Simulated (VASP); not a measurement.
# Sc2InSb3 (P-4m2) in VASP: single point with r2SCAN

Aim: the single point of Sc2InSb3 with r2SCAN.

All numbers are computed with VASP 6.6.1; they aren't measurements. Logs are shortened: lines on timing, memory, paths and dates and some standing lists are left out, and cuts for length are marked.

**1. The crystal as given**

Symmetry: P-4m2, No. 115, tetragonal system. The conventional cell has a = 4.215 Å, b = 4.215 Å, c = 8.465 Å, α = 90.00°, β = 90.00°, γ = 90.00°. Around Sc (site symmetry 2mm) lie 7 Sb at 3.02 to 3.24 Å and 2 In at 3.24 Å. Around In (site symmetry -4m2) lie 4 Sb at 2.98 Å and 4 Sc at 3.24 Å. Sb (site symmetry -4m2) has 4 In at 2.98 Å and 4 Sc at 3.24 Å as nearest neighbours. Around Sb (site symmetry 2mm) lie 5 Sc at 3.02 to 3.03 Å.

The cell was built by a generator and needn't be a form met in nature.

**2. Single point, r2SCAN**

The input, INCAR:

```
ALGO     = Normal         # electronic algorithm
EDIFF    = 1E-6           # SCF threshold, eV
ENCUT    = 520            # plane-wave cutoff, eV
ISIF     = 2              # what is computed and relaxed
ISMEAR   = 0              # smearing method
KPAR     = 4            
LASPH    = T              # aspherical terms in the spheres
LCHARG   = F              # write CHGCAR
LMIXTAU  = T            
LREAL    = F              # projectors in reciprocal space
LWAVE    = F              # write WAVECAR
METAGGA  = R2SCAN         # meta-GGA
NBANDS   = 34             # bands
NELM     = 150            # most SCF steps
PREC     = Accurate       # precision mode
SIGMA    = 0.1            # smearing width, eV
```

The input, KPOINTS:

```
k-points
0
Gamma
  8 8 4
```

The input, POSCAR:

```
Sc2InSb3
1.0
    4.2145300000      0.0000000000      0.0000000000
    0.0000000000      4.2145300000      0.0000000000
    0.0000000000      0.0000000000      8.4650900000
Sc In Sb
2 1 3
Direct
    0.0000000000      0.5000000000      0.7087300000
    0.5000000000      0.0000000000      0.2912700000
    0.0000000000      0.0000000000      0.0000000000
    0.5000000000      0.5000000000      0.0000000000
    0.0000000000      0.5000000000      0.3508550000
    0.5000000000      0.0000000000      0.6491450000
```

Potentials or basis: VASP PAW PBE potentials, release 64 (Sc_sv, In_d, Sb).

On the command line:

```sh
> cat potpaw_PBE.64/Sc_sv/POTCAR potpaw_PBE.64/In_d/POTCAR potpaw_PBE.64/Sb/POTCAR > POTCAR
> mpirun -np 4 vasp_std > vasp.out
```

OUTCAR:

```text
EDIFF = 1E-6
   ENCUT = 520
   ISIF = 2
   ISMEAR = 0
   LASPH = T
   LREAL = F
   METAGGA = R2SCAN
   NELM = 150
   PREC = Accurate

 ion  position               nearest neighbor table
   1  0.000  0.500  0.709-   6 3.02   6 3.02   6 3.02   6 3.02   5 3.03   3 3.24   4 3.24   4 3.24
                             3 3.24
   2  0.500  0.000  0.291-   5 3.02   5 3.02   5 3.02   5 3.02   6 3.03   3 3.24   3 3.24   4 3.24
                             4 3.24
   3  0.000  0.000  0.000-   4 2.98   4 2.98   4 2.98   4 2.98   2 3.24   2 3.24   1 3.24   1 3.24
                             5 3.64   6 3.64   6 3.64   5 3.64
   4  0.500  0.500  0.000-   3 2.98   3 2.98   3 2.98   3 2.98   2 3.24   1 3.24   1 3.24   2 3.24
                             5 3.64   6 3.64   5 3.64   6 3.64
   5  0.000  0.500  0.351-   2 3.02   2 3.02   2 3.02   2 3.02   1 3.03   3 3.64   4 3.64   4 3.64
                             3 3.64
   6  0.500  0.000  0.649-   1 3.02   1 3.02   1 3.02   1 3.02   2 3.03   4 3.64   4 3.64   3 3.64
                             3 3.64

  LATTYP: Found a simple tetragonal cell.
 ALAT       =     4.2145300000
 C/A-ratio  =     2.0085489960

  Lattice vectors:

 A1 = (   4.2145300000,   0.0000000000,   0.0000000000)
 A2 = (   0.0000000000,   4.2145300000,   0.0000000000)
 A3 = (   0.0000000000,   0.0000000000,   8.4650900000)

Analysis of symmetry for initial positions (statically):
=====================================================================
 Subroutine PRICEL returns:
 Original cell was already a primitive cell.

 Routine SETGRP: Setting up the symmetry group for a
 simple tetragonal supercell.

 Subroutine GETGRP returns: Found  8 space group operations
 (whereof  8 operations were pure point group operations)
 out of a pool of 16 trial point group operations.

The static configuration has the point symmetry D_2d.

Analysis of symmetry for dynamics (positions and initial velocities):
=====================================================================
 Subroutine PRICEL returns:
 Original cell was already a primitive cell.

 Routine SETGRP: Setting up the symmetry group for a
 simple tetragonal supercell.

 Subroutine GETGRP returns: Found  8 space group operations
 (whereof  8 operations were pure point group operations)
 out of a pool of 16 trial point group operations.

The dynamic configuration has the point symmetry D_2d.

 Subroutine INISYM returns: Found  8 space group operations
[... 103 lines left out ...]
   ENCUT  =  520.0 eV  38.22 Ry    6.18 a.u.   7.84  7.84 15.74*2*pi/ulx,y,z
   NELM   =    150;   NELMIN=  2; NELMDL= -5     # of ELM steps
   EDIFF  = 0.1E-05   stopping-criterion for ELM
   LREAL  =      F    real-space projection
   EDIFFG = 0.1E-04   stopping-criterion for IOM
   NSW    =      0    number of steps for IOM
   IBRION =     -1    ionic relax: 0-MD 1-quasi-New 2-CG
   NFREE  =      0    steps in history (QN), initial steepest desc. (CG)
   ISIF   =      2    stress and relaxation
   ISYM   =      2    0-nonsym 1-usesym 2-fastsym
   POTIM  = 0.5000    time-step for ionic-motion
   TEBEG  =    0.0;   TEEND  =   0.0 temperature during run
   PSTRESS=    0.0 pullay stress
   NELECT =      50.0000    total number of electrons
   NUPDOWN=      -1.0000    fix difference up-down
   EMIN   =  10.00;   EMAX   =-10.00  energy-range for DOS
   EFERMI =   0.00;   METHOD = LEGACY
   ISMEAR =     0;   SIGMA  =   0.10  broadening in eV -4-tet -1-fermi 0-gaus
   EFERMI_NEDOS =   21; number of points for ismear=-14 and -15
   IALGO  =     38    algorithm
   IMIX   =      4    mixing-type and parameters
     AMIX     =   0.40;   BMIX     =  1.00
     AMIX_MAG =   1.60;   BMIX_MAG =  1.00
  volume/ion in A,a.u.               =      25.06       169.11
  Fermi-wavevector in a.u.,A,eV,Ry     =   1.134196  2.143320 17.502550  1.286401
  Thomas-Fermi vector in A             =   2.270900
   LORBIT       =      0    0 simple, 1 ext, 2 COOP (PROOUT), +10 PAW based schemes
   METAGGA = R2SCAN    functional components
   LHFCALC =     F    Hartree Fock is set to
   AEXX    =    0.0000 exact exchange contribution
   IVDW    =     0    specifies the selected vdW correction
   LEPSILON=     F    determine dielectric tensor
   LRPA    =     F    only Hartree local field effects (RPA)
 non-spin polarized calculation
 Gauss-broadening in eV      SIGMA  =   0.10
  energy-cutoff  :      520.00
  volume of cell :      150.36
 maximum number of plane-waves:      4068
 NGX is ok and might be reduce to    32
   NGX = 15   NGY = 15   NGZ = 31

 number of electron      50.0000021 magnetization

 Free energy of the ion-electron system (eV)
  ---------------------------------------------------
  ext. energy  EPLUGINS =         0.00000000
  ---------------------------------------------------
  free energy    TOTEN  =      -125.91639371 eV

  energy without entropy =     -125.89743470  energy(sigma->0) =     -125.90691421

 E-fermi :   6.9867     XC(G=0): -10.8352

 val. band max:        6.9759585999   @ k =   0.3750   0.1250   0.2500
 cond. band min:       7.0301607673   @ k =   0.0000   0.0000   0.5000
 fundamental gap:      0.0542021674
 Fermi energy:         6.9867353599

 k-point     1 :       0.0000    0.0000    0.0000
  band No.  band energies     occupation
      1     -45.0744      2.00000
      2     -45.0739      2.00000
      3     -22.7739      2.00000
      4     -22.7650      2.00000
      5     -22.7399      2.00000
      6     -22.7399      2.00000
[... 877 lines left out ...]
     33       9.7435      0.00000
     34      10.2278      0.00000

 [... further k-points ...]
[... 5 lines left out ...]
  --------------------------------------------------------------------------------------
  -------------------------------------------------------------------------------------
  Total       -0.8799494     -0.8799494     -0.0437633      0.0000000      0.0000000     -0.0000000
  in kB       -9.3764493     -9.3764493     -0.4663269      0.0000000      0.0000000     -0.0000000
  external PRESSURE =      -6.4064085 kB  Pullay stress =       0.0000000 kB

 VOLUME and BASIS-vectors are now :
 -----------------------------------------------------------------------------
  energy-cutoff  :      520.00
  volume of cell :      150.36
      direct lattice vectors                 reciprocal lattice vectors
     4.214530000  0.000000000  0.000000000     0.237274382  0.000000000  0.000000000
     0.000000000  4.214530000  0.000000000     0.000000000  0.237274382  0.000000000
     0.000000000  0.000000000  8.465090000     0.000000000  0.000000000  0.118132235

 POSITION                                       TOTAL-FORCE (eV/Angst)
 -----------------------------------------------------------------------------------
      0.00000      2.10726      5.99946         0.000000      0.000000     -0.068365
      2.10726      0.00000      2.46563         0.000000     -0.000000      0.068365
      0.00000      0.00000      0.00000        -0.000000     -0.000000      0.000000
      2.10726      2.10726      0.00000         0.000000      0.000000      0.000000
      0.00000      2.10726      2.97002         0.000000     -0.000000     -0.013000
      2.10726      0.00000      5.49507         0.000000     -0.000000      0.013000
 -----------------------------------------------------------------------------------
    total drift:                                0.000000     -0.000000      0.000000

  FREE ENERGIE OF THE ION-ELECTRON SYSTEM (eV)
  ---------------------------------------------------
  free  energy   TOTEN  =      -125.9163937137 eV

  energy  without entropy=     -125.8974347024  energy(sigma->0) =     -125.90691421
```

Run time: 2.1 min. Hardware: 4 MPI ranks of Intel Xeon 6975P-C (Granite Rapids), shared host; peak memory 0.42 GiB.

What came out:

* Free energy: -125.9164 eV
* Pressure: -0.6 GPa
* Largest force: 0.068 eV/Å
* Band gap on the k mesh: none (metal or under the smearing width)

Forces on the atoms (eV/Å):
```
Sc   0.000  0.000 -0.068
Sc   0.000  0.000  0.068
In   0.000  0.000  0.000
Sb   0.000  0.000  0.000
Sb   0.000  0.000 -0.013
Sb   0.000  0.000  0.013
```

Stress tensor (GPa, compression positive):
```
-0.94  0.00  0.00
 0.00 -0.94  0.00
 0.00  0.00 -0.05
```

Caveat: the PAW data sets were made with another functional, which shifts forces and pressure a little. Spin-orbit coupling is left out, which matters for the levels of Sb.
